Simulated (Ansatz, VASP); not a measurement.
# Cross-check of Ga2O3 (partly crystallised Ga2O3) between VASP and Ansatz, part 2 of 2

One calculation is typed for both programs; each brings its own data sets. How far apart do they land? The cell is taken from a series of runs on this material, whose earlier steps may have relaxed, scaled, displaced or heated it; both programs get it as it stands.

VASP 6.6.1 and Ansatz 0.2.0.

So far: The starting structure; Ansatz: single point, PBE.

### Step 3. VASP: single point, PBE

Level of this step: PBE; plane waves and PAW (Ga_d, O) (VASP).

The same cell, functional, mesh and smearing now go to VASP, with its own data sets.

Lines of VASP's logs that name or quote its potential files are left out, and so is its time.

Input file INCAR:

```
SYSTEM = Ga2O3
PREC = Accurate
ENCUT = 600
EDIFF = 1E-06
NELM = 120
ISMEAR = 0
SIGMA = 0.025
LREAL = Auto
ALGO = Normal
GGA = PE
NBANDS = 408
LORBIT = 11
LWAVE = .FALSE.
LCHARG = .FALSE.
ISIF = 2
LASPH = .TRUE.
GGA_COMPAT = .FALSE.
EFERMI = MIDGAP
NCORE = 2
```

Input file POSCAR:

```
Ga2O3
1.0
    9.3316700000      0.0000000000      0.0000000000
    0.0000000000      9.3316700000      0.0000000000
    0.0000000000      0.0000000000      9.3316700000
Ga O
32 48
Direct
    0.1374800000      0.8650100000      0.4097500000
    0.0663100000      0.5632400000      0.9342400000
    0.8590900000      0.3285900000      0.4311200000
    0.8578800000      0.0553800000      0.2740500000
    0.3480300000      0.5750800000      0.7865000000
    0.1442600000      0.2869800000      0.4276600000
    0.5098300000      0.9444600000      0.9270300000
    0.8702300000      0.0584900000      0.6061200000
    0.5460200000      0.8234800000      0.5982700000
    0.5605500000      0.8195800000      0.2829600000
    0.1006200000      0.2761000000      0.7705800000
    0.8363100000      0.7810400000      0.4389200000
    0.6021000000      0.5342000000      0.5994400000
    0.1332300000      0.0557900000      0.0639900000
    0.5938200000      0.2551100000      0.0903800000
    0.3508600000      0.0476200000      0.5940200000
    0.5747800000      0.2373200000      0.4523800000
    0.6109700000      0.5726900000      0.9511200000
    0.8332500000      0.7815500000      0.7726500000
    0.3215400000      0.7772200000      0.0990100000
    0.1678700000      0.8823900000      0.7764400000
    0.0702900000      0.5665900000      0.6047800000
    0.3383300000      0.5510800000      0.4386400000
    0.8872000000      0.3166400000      0.1063500000
    0.5914700000      0.5243400000      0.2625300000
    0.8367600000      0.7863800000      0.1067800000
    0.7860700000      0.3669300000      0.7747000000
    0.2774600000      0.3962400000      0.1014900000
    0.3691400000      0.0664100000      0.2583600000
    0.8469000000      0.0544400000      0.9284700000
    0.4152700000      0.2579300000      0.7993200000
    0.0796200000      0.5672400000      0.2642400000
    0.9930300000      0.2156800000      0.2781100000
    0.9427000000      0.7101700000      0.2718000000
    0.4933100000      0.1921500000      0.6214400000
    0.9291100000      0.7038700000      0.6022500000
    0.2061800000      0.9077500000      0.5879000000
    0.2698700000      0.1908700000      0.1152000000
    0.5083600000      0.4343600000      0.4344200000
    0.7137000000      0.8944600000      0.9288800000
    0.2351000000      0.4260400000      0.6031500000
    0.5249400000      0.1895700000      0.2669900000
    0.9704200000      0.9495400000      0.7803200000
    0.2006300000      0.6267500000      0.0891600000
    0.4226200000      0.6694600000      0.2757600000
    0.9164000000      0.6934000000      0.9431200000
    0.2378100000      0.9148000000      0.9575100000
    0.4485500000      0.9217800000      0.7389200000
    0.0218000000      0.4490500000      0.1018600000
    0.0115200000      0.1994800000      0.9496700000
    0.1679800000      0.6695700000      0.7769500000
    0.9580400000      0.9586600000      0.0961900000
    0.2762800000      0.1435800000      0.4271800000
    0.9614000000      0.9552700000      0.4353200000
    0.7492500000      0.3917500000      0.2642600000
    0.6838900000      0.6418600000      0.7588800000
    0.5132200000      0.4374200000      0.7830000000
    0.4706900000      0.9310400000      0.4352500000
    0.4279700000      0.6513200000      0.6073400000
    0.5136800000      0.1542900000      0.9377000000
    0.2470300000      0.1428200000      0.7592700000
    0.2490700000      0.4084000000      0.8925500000
    0.7876900000      0.1682600000      0.7695400000
    0.6700300000      0.6622000000      0.1300200000
    0.6564000000      0.6764100000      0.4400700000
    0.7381000000      0.8965200000      0.2757500000
    0.7594800000      0.1515700000      0.4416400000
    0.9797700000      0.4466400000      0.7727600000
    0.4858200000      0.4334500000      0.0947100000
    0.7319800000      0.8977700000      0.6113800000
    0.2422000000      0.4235800000      0.3003300000
    0.7680000000      0.1504200000      0.1009100000
    0.0095700000      0.2208100000      0.5842400000
    0.2171600000      0.9203700000      0.2384100000
    0.4418000000      0.6937400000      0.9332100000
    0.7446800000      0.3995100000      0.5821300000
    0.7421400000      0.4017500000      0.9674200000
    0.4738300000      0.9218800000      0.1292200000
    0.1751900000      0.6690600000      0.4331200000
    0.0006500000      0.4610700000      0.4332600000
```

Input file KPOINTS:

```
Automatic mesh
0
Gamma
1 1 1
0 0 0
```

PAW data sets: Ga_d and O (PBE family, release 64).

The run is started by

```
> mpirun -np 8 vasp_gam
```

Numbers of over 12 decimals in the logs are rounded to 6 here.

What it wrote:

```text
[banner, memory and clock lines left out]
running    8 mpi-ranks, on    1 nodes
[...]
LDA part: xc-table for (Slater+PW92), standard interpolation
 POSCAR, INCAR and KPOINTS ok, starting setup
[...]
entering main loop
       N       E                     dE             d eps       ncg     rms          rms(c)
DAV:   1     0.225127613407E+05    0.22513E+05   -0.26283E+05   832   0.407E+03
DAV:   2     0.541726602948E+04   -0.17095E+05   -0.16238E+05   816   0.119E+03
DAV:   3     0.364974867448E+03   -0.50523E+04   -0.47305E+04  1000   0.427E+02
DAV:   4    -0.450138489433E+03   -0.81511E+03   -0.79015E+03   936   0.172E+02
[...]
DAV:  18    -0.467431328418E+03    0.23718E-05   -0.25976E-05  1072   0.336E-02    0.110E-02
DAV:  19    -0.467431326320E+03    0.20986E-05   -0.12294E-05  1088   0.265E-02    0.265E-03
DAV:  20    -0.467431326703E+03   -0.38353E-06   -0.82391E-06   800   0.158E-02
   1 F= -.46743133E+03 E0= -.46743133E+03  d E =0.000000E+00
```

Parts of OUTCAR (step 3):

```text
  Total       53.6067950     38.3205094     12.5999252      7.2800206      2.5063037      2.9231378
  in kB      105.6944805     75.5550921     24.8427936     14.3537400      4.9415837      5.7634397
  external PRESSURE =      68.6974554 kB  Pullay stress =       0.0000000 kB

 POSITION                                       TOTAL-FORCE (eV/Angst)
 -----------------------------------------------------------------------------------
      1.28292      8.07199      3.82365         0.106072     -0.012801      0.048397
      0.61878      5.25597      8.71802        -0.369839      0.278945      0.192172
      8.01674      3.06629      4.02307        -0.029619      0.260637     -0.571757
      8.00545      0.51679      2.55734         0.736426      0.599498     -0.133924
      3.24770      5.36646      7.33936         0.301359     -0.221243      0.177471
      1.34619      2.67800      3.99078        -0.309006      0.040140      0.412901
      4.75757      8.81339      8.65074         0.848540      0.225155     -0.496191
      8.12070      0.54581      5.65611         0.185962      0.553112      0.585763
      5.09528      7.68444      5.58286         0.153036      0.216914     -0.600337
      5.23087      7.64805      2.64049        -0.603668     -0.485161      0.914157
      0.93895      2.57647      7.19080        -0.402431     -0.006079     -0.081698
      7.80417      7.28841      4.09586        -0.130162     -0.650018      0.210932
      5.61860      4.98498      5.59378         0.171426      0.451610      0.032915
      1.24326      0.52061      0.59713        -0.326428      0.442576     -0.338172
[...]
-----------------------------------------------------------------------------------
    total drift:                               -0.012617     -0.005199     -0.014281

  FREE ENERGIE OF THE ION-ELECTRON SYSTEM (eV)
  ---------------------------------------------------
  free  energy   TOTEN  =      -467.4313267031 eV

  energy  without entropy=     -467.4313267031  energy(sigma->0) =     -467.43132670

[... 3 further parts left out ...]
[key lines of the parts left out:]
E-fermi :   5.3865
```

The run ends at a pressure of 6.87 GPa, with forces up to 1.4 eV/Å.

### Step 4. Differences

Known differences besides the potentials themselves: the cutoff is 420 eV in Ansatz and 600 eV in VASP (PREC = Accurate, projectors in real space). Total energies have different zeros and are not compared.

Both answers:

```
              quantity  Ansatz   VASP  difference
        pressure (GPa)    6.36   6.87       -0.51
gap on the k mesh (eV)   2.118  2.097      +0.021
```

Forces on 9 of the 80 atoms, those with the largest forces and the largest differences (eV/Å; atoms numbered as in POSCAR):

```
atom         Ansatz x, y, z           VASP x, y, z
 Ga4   0.749, 0.613, -0.133   0.736, 0.599, -0.134
 Ga6   -0.343, 0.078, 0.413   -0.309, 0.040, 0.413
 Ga7   0.875, 0.237, -0.477   0.849, 0.225, -0.496
Ga10  -0.644, -0.498, 0.919  -0.604, -0.485, 0.914
Ga24  -0.163, -0.238, 0.377  -0.107, -0.193, 0.369
Ga29   -0.739, 0.642, 0.351   -0.712, 0.656, 0.370
 O41  -0.429, 0.900, -0.652  -0.397, 0.867, -0.618
 O44  -0.684, -0.987, 0.370  -0.657, -0.984, 0.371
 O49   1.180, 0.890, -0.171   1.165, 0.846, -0.172
```

The forces differ by 17 meV/Å r.m.s., which is 4.7 % of the r.m.s. force of 0.361 eV/Å (both taken over all components). A gap on the mesh is an upper bound, since the band edges may lie between its points.

### Step 5. Summary of results

| Quantity | Value |
| --- | --- |
| r.m.s. force difference (single point, PBE) | 4.7 % of the r.m.s. force |
| difference in pressure (single point, PBE) | -0.51 GPa |

What this shows: The r.m.s. force difference is 4.7 % of the r.m.s. force (single point, PBE), beyond the 3 % picked in this series as the mark of a large difference. What causes the difference of the single point, PBE pair stays open here. How closely two codes agree says nothing of how well the functional describes the real material.

[Lines on the potential files, build, host, timing and source positions are cut from VASP's logs without a mark.]

[Logs are printed without paths, hosts, clocks, repeated set-up lines and the standing remarks that a program may print on its own settings, such as how far it seeks lower states.]

[Hosts, paths, dates, database ids (printed as entryN), source tags and the programs' standing remarks are cut or masked in the printed files.]
